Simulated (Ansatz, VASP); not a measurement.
**Hg3Pt in VASP and in Ansatz**

```
CELL_PARAMETERS angstrom
-2.10218 2.10218 4.63253
2.10218 -2.10218 4.63253
2.10218 2.10218 -4.63253
ATOMIC_POSITIONS crystal
Hg 0.50000 0.50000 0.00000
Hg 0.25000 0.75000 0.50000
Hg 0.75000 0.25000 0.50000
Pt 0.00000 0.00000 0.00000
```

The cell comes from a database or a generator and needn't be the stable form of this composition.

Alike in both runs: task single point; functional PBE; k mesh 9 × 9 × 9; occupations fermi-dirac, width 0.05 eV; no spin polarisation.

```csv
,VASP,Ansatz
version,VASP 6.6.1,Ansatz 0.2.0
potentials or method,"VASP PAW PBE potentials, release 64 (Hg, Pt)",Ansatz PAW
plane-wave cutoff (eV),520,420
valence electrons in the cell,46,78
```

|  | VASP | Ansatz | Ansatz less VASP |
| --- | --- | --- | --- |
| gap on the k mesh at the Fermi level (eV) | none | none | - |
| pressure (GPa) | -0.3 | -0.9 | -0.56 |
| largest component of the traceless stress (GPa) | 0.15 | 0.08 | -0.078 |

A gap of «none» marks a metal or a gap that the smearing closes. The two sets of potentials don't hold the same shells in valence.

The runs have no spin-orbit coupling, so splittings on Hg, Pt are missing.
